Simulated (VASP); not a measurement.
OSZICAR of a VASP run on TiB$_{2}$ (AlB2 type):

File OSZICAR:
```
       N       E                     dE             d eps       ncg     rms          rms(c)
DAV:   1     0.108333814245E+03    0.10833E+03   -0.79896E+03  6783   0.132E+03
DAV:   2    -0.213285748103E+02   -0.12966E+03   -0.12614E+03  6910   0.354E+02
DAV:   3    -0.291651244828E+02   -0.78365E+01   -0.77088E+01  9743   0.849E+01
DAV:   4    -0.294091776269E+02   -0.24405E+00   -0.24371E+00  8678   0.141E+01
DAV:   5    -0.294171714880E+02   -0.79939E-02   -0.79937E-02 10091   0.213E+00    0.169E+01
DAV:   6    -0.243121982165E+02    0.51050E+01   -0.26255E+01  8968   0.593E+01    0.389E+00
DAV:   7    -0.243469384415E+02   -0.34740E-01   -0.17437E+00  7572   0.154E+01    0.338E+00
DAV:   8    -0.243539718706E+02   -0.70334E-02   -0.16248E-01  9944   0.367E+00    0.741E-01
DAV:   9    -0.243472217053E+02    0.67502E-02   -0.70242E-02  9107   0.352E+00    0.297E-01
DAV:  10    -0.243464178328E+02    0.80387E-03   -0.47727E-03  8460   0.950E-01    0.565E-02
DAV:  11    -0.243464309795E+02   -0.13147E-04   -0.38942E-04  9512   0.254E-01    0.544E-02
DAV:  12    -0.243464089407E+02    0.22039E-04   -0.14903E-04  8837   0.166E-01    0.929E-03
DAV:  13    -0.243464078962E+02    0.10445E-05   -0.99238E-06  8237   0.417E-02    0.188E-03
DAV:  14    -0.243464079147E+02   -0.18454E-07   -0.21991E-07  4015   0.574E-03
   1 F= -.24346408E+02 E0= -.24346349E+02  d E =-.178179E-03
```

Which electronic solver shows in the log?

It is blocked Davidson (ALGO = Normal, or the opening steps of other solvers). The INCAR had ALGO = Normal.

Can the final energy be trusted as converged?

Self-consistency was reached. It stopped with EDIFF = 1E-6, NELM = 100 (PBE GGA, plane waves, VASP's PBE PAW potentials (set 64)).

The compound is TiB2 in the AlB2 type structure. The cell was not relaxed at this level, atoms are displaced from their ideal sites. The run is one of a series of settings (ENCUT = 400 against the base run), some of them coarse on purpose.
